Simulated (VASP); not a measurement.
**Bulk modulus of diamond and zinc-blende semiconductors: measurement against PBE**

Computed values from VASP (plane waves, PAW); cells keep the symmetry of their structure type. Static lattice, from a third-order Birch-Murnaghan fit over five volumes at each level.

Here x stands for PBE B0 and y for measured B0.

| solid | PBE B0 (GPa) | measured B0 (GPa) | cut-off (eV) | basis of the measured value |
|---|---|---|---|---|
| InAs | 48.4 | 58.6 | 520 | 0 K, zero-point corrected |
| Ge | 59.0 | 77.3 | 520 | 0 K, zero-point corrected |
| AlAs | 67.3 | 75.0 | 520 | 0 K, zero-point corrected |
| Si | 89.0 | 100.8 | 520 | 0 K, zero-point corrected |
| BN | 372.8 | 410.2 | 520 | 0 K, zero-point corrected |
| C | 433.7 | ? | 520 | 0 K, zero-point corrected |

Fit y of the 5 rows that show it with a straight line. With u = x - 127, the rows have u = -78.60, -68.00, -59.70, -38.00, 245.80. Means: u 0.30000, y 144.38. About the means, the sum of products is 82440 and the sum of squares of u is 76227; the slope is their ratio. Least squares gives y = 144.06 + 1.08151·u. Residuals (row less fit): -0.45, 6.78, -4.49, -2.16, 0.30; standard error 4.87 (degrees of freedom: 3). The slope is 1.08 with a standard error of 0.018. Before the fit, PBE less measured has mean -17.08, mean absolute 17.08 and median absolute 11.80 GPa over these 5 rows.

### Question
Estimate the missing y (x = 433.7); what was measured?

### Answer
u = 306.70, so y = 144.06 + 1.08151 × 306.70 = 475.76 GPa. The measured value is 454.7 GPa, 21.06 GPa below the prediction (5.3 % of the range of y in the table). The row lies outside the fitted rows, so this is an extrapolation. From the scatter of the fitted rows alone, a prediction at this place has a standard error of 7.60 GPa, so the miss is 2.8 times that.

Plain PBE misses this row by -21.0 GPa. The rows are a random draw of 6 from the 13 solids that have both values on this basis (zero-point corrected by the source), of 26 computed in this series. Not drawn: V to Ni and open 4f shells, rows kept for tests, unfit runs, cells that left their space group, values derived or compiled from fits, values whose temperature is given only as extrapolated, encyclopaedia, home-page and unnamed sources, sources from 2025 on. Measured values as quoted by these papers, many of them computational: InAs Daniel Mejia-Rodriguez et al., Physical Review B (2018), arXiv:1807.09216; Ge Tanner et al., (2021), arXiv:2110.11888; AlAs Daniel Mejia-Rodriguez et al., Physical Review B (2018), arXiv:1807.09216; Si Jianwei Sun et al., Physical Review B (2011), doi:10.1103/physrevb.84.035117; BN Daniel Mejia-Rodriguez et al., Physical Review B (2018), arXiv:1807.09216; C Daniel Mejia-Rodriguez et al., Physical Review B (2018), arXiv:1807.09216.
